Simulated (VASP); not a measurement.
Calculation: RPBE GGA, VASP's PBE PAW potentials (set 64) (plane waves; VASP).

Input for VASP

### INCAR
```
# general
SYSTEM   =  InAs
PREC     =  Accurate
ENCUT    =  520   # plane-wave cut-off (eV)
LREAL    =  .FALSE.
LASPH    =  .TRUE.   # aspherical one-centre terms

# electronic loop
EDIFF    =  1E-7   # SCF stop (eV)
NELM     =  100
ALGO     =  Normal   # blocked Davidson
LMAXMIX  =  4   # l cut-off of mixed one-centre charges

# smearing
ISMEAR   =  1   # Methfessel-Paxton
SIGMA    =  0.1   # width (eV)

# functional
GGA      =  RP   # RPBE

# ions
ISIF     =  2   # forces and stress, cell fixed

# output
LWAVE    =  .FALSE.
LCHARG   =  .FALSE.
```

POSCAR:
```
InAs
1
    0.0000000000     3.1285464572     3.1285464572
    3.1285464572     0.0000000000     3.1285464572
    3.1285464572     3.1285464572     0.0000000000
In As
1 1
Direct
  0.0000000000   0.0000000000   0.0000000000
  0.2500000000   0.2500000000   0.2500000000
```

**KPOINTS**
```
K-points
0
Gamma
  10 10 10
```

POTCAR, in this order: In_d As (PBE.64 set). Program: vasp_std.

What VASP printed:

OSZICAR:
```
       N       E                     dE             d eps       ncg     rms          rms(c)
DAV:   1     0.111667454829E+03    0.11167E+03   -0.84148E+03  1222   0.144E+03
DAV:   2     0.101545506385E+01   -0.11065E+03   -0.10729E+03  1257   0.315E+02
DAV:   3    -0.704185085119E+01   -0.80573E+01   -0.80039E+01  1582   0.898E+01
DAV:   4    -0.725563527062E+01   -0.21378E+00   -0.21357E+00  1385   0.171E+01
DAV:   5    -0.726584040141E+01   -0.10205E-01   -0.10205E-01  1807   0.320E+00    0.386E+00
DAV:   6    -0.705512844803E+01    0.21071E+00   -0.41398E-01  1801   0.106E+01    0.221E+00
DAV:   7    -0.704693368043E+01    0.81948E-02   -0.12680E-01  1742   0.303E+00    0.727E-01
DAV:   8    -0.705246671492E+01   -0.55330E-02   -0.13939E-02  1332   0.159E+00    0.148E-01
DAV:   9    -0.705403532564E+01   -0.15686E-02   -0.19933E-03  1517   0.483E-01    0.953E-02
DAV:  10    -0.705438523234E+01   -0.34991E-03   -0.35831E-04  1382   0.202E-01    0.556E-02
DAV:  11    -0.705457487090E+01   -0.18964E-03   -0.60608E-04  1322   0.185E-01    0.344E-02
DAV:  12    -0.705457454831E+01    0.32259E-06   -0.12970E-05  1417   0.291E-02    0.150E-02
DAV:  13    -0.705457664346E+01   -0.20952E-05   -0.69206E-06  1377   0.181E-02    0.651E-03
DAV:  14    -0.705457740643E+01   -0.76297E-06   -0.65668E-07  1492   0.626E-03    0.206E-03
DAV:  15    -0.705457754630E+01   -0.13987E-06   -0.32682E-08  1001   0.159E-03    0.165E-03
DAV:  16    -0.705457763426E+01   -0.87962E-07   -0.17417E-08   751   0.207E-03
   1 F= -.70545776E+01 E0= -.70546516E+01  d E =0.222039E-03
```

**OUTCAR**
```
------------------------ aborting loop because EDIFF is reached ----------------------------------------
  FORCE on cell =-STRESS in cart. coord.  units (eV):
  Direction    XX          YY          ZZ          XY          YZ          ZX
  --------------------------------------------------------------------------------------
  Total       -0.0028623     -0.0028623     -0.0028623      0.0000000      0.0000000      0.0000000
  in kB       -0.0748814     -0.0748814     -0.0748814      0.0000000      0.0000000      0.0000000
  external PRESSURE =      -0.0748814 kB  Pullay stress =       0.0000000 kB
  volume of cell :       61.24
      direct lattice vectors                 reciprocal lattice vectors
     0.000000000  3.128546457  3.128546457    -0.159818627  0.159818627  0.159818627
     3.128546457  0.000000000  3.128546457     0.159818627 -0.159818627  0.159818627
     3.128546457  3.128546457  0.000000000     0.159818627  0.159818627 -0.159818627
  FREE ENERGIE OF THE ION-ELECTRON SYSTEM (eV)
  ---------------------------------------------------
  free  energy   TOTEN  =        -7.0545776343 eV

  energy  without entropy=       -7.0547996730  energy(sigma->0) =       -7.05465165
```
(Selected blocks of OUTCAR.)

The compound is InAs in the zinc blende structure. It was relaxed first, which changed the volume by +10 %.
